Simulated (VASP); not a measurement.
Output of a VASP run:

**OSZICAR**
```
       N       E                     dE             d eps       ncg     rms          rms(c)
DAV:   1     0.675744032062E+03    0.67574E+03   -0.29274E+04  1634   0.292E+03
DAV:   2     0.579574108484E+02   -0.61779E+03   -0.59703E+03  1638   0.723E+02
DAV:   3    -0.429318952710E+02   -0.10089E+03   -0.98598E+02  1649   0.239E+02
DAV:   4    -0.482853071243E+02   -0.53534E+01   -0.53229E+01  1797   0.595E+01
DAV:   5    -0.484502705482E+02   -0.16496E+00   -0.16487E+00  1832   0.108E+01    0.158E+01
DAV:   6    -0.423640747026E+02    0.60862E+01   -0.24235E+01  2406   0.726E+01    0.603E+00
DAV:   7    -0.423880038819E+02   -0.23929E-01   -0.20184E+00  1670   0.865E+00    0.328E+00
DAV:   8    -0.423120625836E+02    0.75941E-01   -0.31783E-01  2340   0.550E+00    0.755E-01
DAV:   9    -0.422951806078E+02    0.16882E-01   -0.85718E-02  2343   0.409E+00    0.150E-01
DAV:  10    -0.422952823942E+02   -0.10179E-03   -0.54968E-03  2202   0.668E-01    0.450E-02
DAV:  11    -0.422952891537E+02   -0.67595E-05   -0.28407E-04  2370   0.228E-01    0.223E-02
DAV:  12    -0.422952905225E+02   -0.13688E-05   -0.23584E-05  2245   0.577E-02    0.144E-02
DAV:  13    -0.422952869530E+02    0.35695E-05   -0.15601E-05  1909   0.480E-02    0.102E-03
DAV:  14    -0.422952871071E+02   -0.15414E-06   -0.18026E-06  1351   0.122E-02
   1 F= -.42295287E+02 E0= -.42295287E+02  d E =-.422953E+02
```

**OUTCAR**
```
------------------------ aborting loop because EDIFF is reached ----------------------------------------
  FORCE on cell =-STRESS in cart. coord.  units (eV):
  Direction    XX          YY          ZZ          XY          YZ          ZX
  --------------------------------------------------------------------------------------
  Total       -0.0983234     -0.0983234     -0.0868684     -0.0000000      0.0000000      0.0000000
  in kB       -2.2040879     -2.2040879     -1.9473036     -0.0000000      0.0000000      0.0000000
  external PRESSURE =      -2.1184931 kB  Pullay stress =       0.0000000 kB
  volume of cell :       71.47
      direct lattice vectors                 reciprocal lattice vectors
     4.728842972  0.000000000  0.000000000     0.211468219  0.000000000  0.000000000
     0.000000000  4.728842972  0.000000000     0.000000000  0.211468219  0.000000000
     0.000000000  0.000000000  3.196161523     0.000000000  0.000000000  0.312875301
 POSITION                                       TOTAL-FORCE (eV/Angst)
 -----------------------------------------------------------------------------------
      0.00000      0.00000      0.00000         0.000000      0.000000      0.000000
      2.36442      2.36442      1.59808         0.000000      0.000000      0.000000
      1.44695      1.44695      0.00000         0.007308      0.007308     -0.000000
      3.81137      0.91747      1.59808         0.007308     -0.007308      0.000000
      0.91747      3.81137      1.59808        -0.007308      0.007308      0.000000
      3.28189      3.28189      0.00000        -0.007308     -0.007308      0.000000
 -----------------------------------------------------------------------------------
    total drift:                               -0.000000      0.000000      0.000000
  FREE ENERGIE OF THE ION-ELECTRON SYSTEM (eV)
  ---------------------------------------------------
  free  energy   TOTEN  =       -42.2952871071 eV

  energy  without entropy=      -42.2952871071  energy(sigma->0) =      -42.29528711

 reached required accuracy - stopping structural energy minimisation
```
(Selected blocks of OUTCAR.)

File POSCAR:
```
SnO2
1
    4.7288429722     0.0000000000     0.0000000000
    0.0000000000     4.7288429722     0.0000000000
    0.0000000000     0.0000000000     3.1961615235
Sn O
2 4
Direct
  0.0000000000   0.0000000000   0.0000000000
  0.5000000000   0.5000000000   0.5000000000
  0.3059836945   0.3059836945   0.0000000000
  0.8059836945   0.1940163055   0.5000000000
  0.1940163055   0.8059836945   0.5000000000
  0.6940163055   0.6940163055   0.0000000000
```

Question: Reconstruct the remaining input files.

Answer: This is not unique; one that fits is the input of the run itself, LDA (Ceperley-Alder, Perdew-Zunger), plane waves, VASP's LDA PAW potentials (set 64).

File KPOINTS:
```
Automatic mesh
0
Gamma
5 5 7
0 0 0
```

**INCAR**
```
ALGO = Normal
EDIFF = 1E-6
EDIFFG = -0.02
ENCUT = 620
IBRION = 2
ISIF = 3
ISMEAR = 0
LASPH = .TRUE.
LCHARG = .FALSE.
LMAXMIX = 4
LREAL = .FALSE.
LWAVE = .FALSE.
NELM = 100
NSW = 40
PREC = Accurate
SIGMA = 0.05
SYSTEM = SnO2
```

POTCAR, in this order: Sn_d O (LDA.64 set). Program: vasp_std.

The compound is SnO2 in the rutile structure. It was relaxed first.
